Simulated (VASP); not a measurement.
Write the native input for VASP 6.6.1 that does the following.

| Quantity | Value |
| --- | --- |
| Task | single point |
| Functional | PBEsol |
| Potentials or basis | VASP PAW PBE potentials, release 64 (Mg) |
| Cutoff | 520 eV |
| k mesh | 12 × 12 × 7 |
| Occupations | gaussian, width 0.1 eV |
| Spin | no spin polarisation |
| Dipole correction | no |
| Further INCAR settings | ALGO = Fast; EDIFF = 1e-07; NBANDS = 9 |

The structure of Mg lies in POSCAR:

```
Mg
1.0
    3.1834311934      0.0000000000      0.0000000000
   -1.5917155967      2.7569322847      0.0000000000
    0.0000000000      0.0000000000      5.1080093744
Mg
2
Direct
    0.3333333333      0.6666666667      0.2500000000
    0.6666666667      0.3333333333      0.7500000000
```

The cell isn't the ideal one: band edges of the strained film's bulk.

One way to write it, as run:

INCAR

```
SYSTEM = Mg
ALGO = Fast
EDIFF = 1E-7
ENCUT = 520
GGA = PS
ISIF = 2
ISMEAR = 0
LASPH = .TRUE.
LCHARG = .FALSE.
LREAL = .FALSE.
LWAVE = .FALSE.
NBANDS = 9
NELM = 100
PREC = Accurate
SIGMA = 0.1
```

KPOINTS

```
k-points
0
G
  12 12 7
  0 0 0
```

Potentials or basis: VASP PAW PBE potentials, release 64 (Mg).

Command:

```console
$ cat potpaw_PBE.64/Mg/POTCAR > POTCAR
$ mpirun -np 1 vasp_std > vasp.out
```

It gave:

| Item | Value |
| --- | --- |
| Pressure | 0.1 GPa |
| Band gap on the k mesh | none (metal or under the smearing width) |

Caveat: the PAW data sets were made with another functional, which shifts forces and pressure a little.

Run time: 17 s on 1 thread of Intel(R) Xeon(R) Platinum 8488C (Sapphire Rapids), with other jobs on the host, peak memory 0.16 GiB.
